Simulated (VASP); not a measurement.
Data:

```xyz
2
Lattice="0.0000 2.8250 2.8250 2.8250 0.0000 2.8250 2.8250 2.8250 0.0000" Properties=species:S:1:pos:R:3 pbc="T T T"
Ga     0.0000     0.0000     0.0000
As     1.4125     1.4125     1.4125
```

Computed with PBEsol GGA, VASP's PBE PAW potentials (set 64) (plane waves; VASP). Run with 300 eV cut-off, 8×8×8 Γ-centred mesh, Fermi-Dirac smearing of 0.020 eV, potentials Ga_d As.

### Question
Give the energies of bands 7 to 12 at the high-symmetry points, in eV from the valence-band maximum.

### Answer

```csv
band,Γ,X,U,L,W
7,0.00,-6.86,-6.67,-6.69,-6.67
8,0.00,-2.71,-3.92,-1.15,-3.58
9,0.00,-2.71,-2.28,-1.15,-3.39
10,0.47,1.34,1.87,0.93,4.60
11,3.69,1.57,4.57,4.58,4.63
12,3.69,10.14,7.89,4.58,5.35
```

The gap is direct, 0.47 eV, from the valence maximum at Γ to the conduction minimum at Γ.

The structure is a typed GaAs crystal (F-43m). The cell was not relaxed at this level.
